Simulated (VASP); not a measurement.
Calculation: PBEsol GGA, VASP's PBE PAW potentials (set 64) (plane waves; VASP).

The input files of a VASP run:

### POSCAR
```
FeAl
1
    2.8971863450     0.0000000000     0.0000000000
    0.0000000000     2.8971863450     0.0000000000
    0.0000000000     0.0000000000     2.8971863450
Al Fe
1 1
Direct
  0.5000000000   0.5000000000   0.5000000000
  0.0000000000   0.0000000000   0.0000000000
```

### KPOINTS
```
Automatic mesh
0
Gamma
13 13 13
0 0 0
```

### INCAR
```
ALGO = Normal
EDIFF = 1E-7
ENCUT = 520
GGA = PS
ISIF = 2
ISMEAR = 1
LASPH = .TRUE.
LCHARG = .FALSE.
LMAXMIX = 4
LREAL = .FALSE.
LWAVE = .FALSE.
NELM = 100
PREC = Accurate
SIGMA = 0.1
SYSTEM = FeAl
```

POTCAR, in this order: Al Fe (PBE.64 set). Program: vasp_std.

### Question
Estimate the energy per atom (σ→0), pressure, band gap (on the k-mesh).

### Answer

```json
{
  "energy per atom (σ→0)": "-6.827 eV/atom",
  "band gap (on the k-mesh)": "none (metal, semimetal or under 0.01 eV)",
  "pressure": "-10.05 GPa"
}
```

**OSZICAR**
```
...
DAV:   8    -0.136725431464E+02    0.29428E-01   -0.24934E-01  1630   0.585E+00    0.165E+00
DAV:   9    -0.136550081540E+02    0.17535E-01   -0.50212E-02  1802   0.333E+00    0.432E-01
DAV:  10    -0.136543664891E+02    0.64166E-03   -0.10512E-03  1838   0.413E-01    0.179E-01
DAV:  11    -0.136543351778E+02    0.31311E-04   -0.32216E-05  1656   0.523E-02    0.150E-02
DAV:  12    -0.136543329693E+02    0.22085E-05   -0.84308E-06  1915   0.381E-02    0.567E-03
DAV:  13    -0.136543327869E+02    0.18238E-06   -0.43893E-07  1071   0.753E-03    0.138E-03
DAV:  14    -0.136543327823E+02    0.46500E-08   -0.43560E-08   791   0.268E-03
   1 F= -.13654333E+02 E0= -.13654093E+02  d E =-.720403E-03
```

The compound is FeAl in the CsCl type structure. This cell is one point of a volume scan, at 1.06 of the reference volume. The run is not spin-polarised, so no magnetic state was tried. The electron count is odd and the run is not spin-polarised, which forces a metal.
